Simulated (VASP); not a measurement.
Here is the system:

```
RhSi
1.0
    3.49168     0.00000     0.00000
   -1.74584     3.02389     0.00000
    0.00000     0.00000     2.72085
Rh Si
1 1
Direct
  0.00000   0.00000   0.00000
  0.66667   0.33333   0.50000
```

Calculation: PBEsol GGA with spin-orbit coupling, VASP's PBE PAW potentials (set 64) (plane waves; VASP 6.6.1). Settings: 400 eV cut-off, 11×11×12 Γ-centred mesh, Gaussian smearing of 0.050 eV, potentials Rh_pv Si.

### Question
Give the energies of bands 11 to 24 at the high-symmetry points, in eV from the Fermi level.

### Answer

```csv
band,Γ,M,K,A,L,H
11,-4.73,-4.80,-4.91,-4.66,-5.24,-5.69
12,-4.73,-4.80,-4.88,-4.66,-5.24,-5.67
13,-4.53,-2.75,-2.74,-4.55,-3.00,-2.76
14,-4.53,-2.75,-2.69,-4.55,-3.00,-2.47
15,-1.80,-2.50,-2.46,-3.47,-1.99,-1.35
16,-1.80,-2.50,-2.39,-3.47,-1.99,-1.35
17,-1.63,-1.87,-2.19,-3.21,-1.42,-1.34
18,-1.63,-1.87,-2.16,-3.21,-1.42,-1.33
19,4.11,-1.54,-2.15,1.19,-0.97,0.81
20,4.11,-1.54,-2.07,1.19,-0.97,1.01
21,4.27,0.00,-1.06,4.71,2.96,1.87
22,4.27,0.00,-0.81,4.71,2.96,1.99
23,5.17,7.03,9.21,4.76,3.92,2.69
24,5.17,7.03,9.23,4.76,3.92,2.89
```

It has no gap at this level: it comes out as a metal or semimetal.

The structure was generated: SiRh was put into the WC type (P-6m2), which need not be its known phase. It was relaxed first.
